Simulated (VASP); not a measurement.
OSZICAR of a VASP run on Tc (space group P6_3/mmc):

OSZICAR:
```
       N       E                     dE             d eps       ncg     rms          rms(c)
DAV:   1     0.221993487941E+03    0.22199E+03   -0.12916E+04  2409   0.106E+03
DAV:   2    -0.167673137123E+02   -0.23876E+03   -0.23616E+03  2401   0.363E+02
DAV:   3    -0.221529493925E+02   -0.53856E+01   -0.52496E+01  2654   0.631E+01
DAV:   4    -0.222074747416E+02   -0.54525E-01   -0.53834E-01  2310   0.554E+00
DAV:   5    -0.222079536532E+02   -0.47891E-03   -0.47874E-03  2457   0.510E-01    0.232E+01
DAV:   6    -0.209353451592E+02    0.12726E+01   -0.30849E+00  2311   0.173E+01    0.721E+00
DAV:   7    -0.207854905048E+02    0.14985E+00   -0.57119E-01  2466   0.669E+00    0.901E-01
DAV:   8    -0.207753955403E+02    0.10095E-01   -0.93429E-03  2253   0.103E+00    0.185E-01
DAV:   9    -0.207754125359E+02   -0.16996E-04   -0.28019E-04  2585   0.122E-01    0.190E-02
DAV:  10    -0.207754168260E+02   -0.42901E-05   -0.13695E-05  2327   0.319E-02    0.114E-02
DAV:  11    -0.207754161676E+02    0.65839E-06   -0.16455E-06  2272   0.129E-02    0.144E-03
DAV:  12    -0.207754163432E+02   -0.17563E-06   -0.94516E-08  2384   0.269E-03    0.169E-04
DAV:  13    -0.207754163757E+02   -0.32493E-07   -0.58565E-09  1113   0.640E-04    0.169E-04
DAV:  14    -0.207754163829E+02   -0.72396E-08   -0.66388E-10  1096   0.217E-04
   1 F= -.20775416E+02 E0= -.20711234E+02  d E =-.128365E+00
```

Which electronic solver shows in the log?

It is blocked Davidson (ALGO = Normal, or the opening steps of other solvers). The INCAR had ALGO = Normal.

Can the final energy be trusted as converged?

Self-consistency was reached. It stopped with EDIFF = 1E-08, NELM = 100 (PBE GGA, plane waves, VASP's PBE PAW potentials (set 64)).

The structure comes from a computed database's Tc entry; how it stands against other phases isn't given here. The cell was not relaxed at this level. The run is one of a series of settings (EDIFF = 1E-08 against the base run), some of them coarse on purpose.
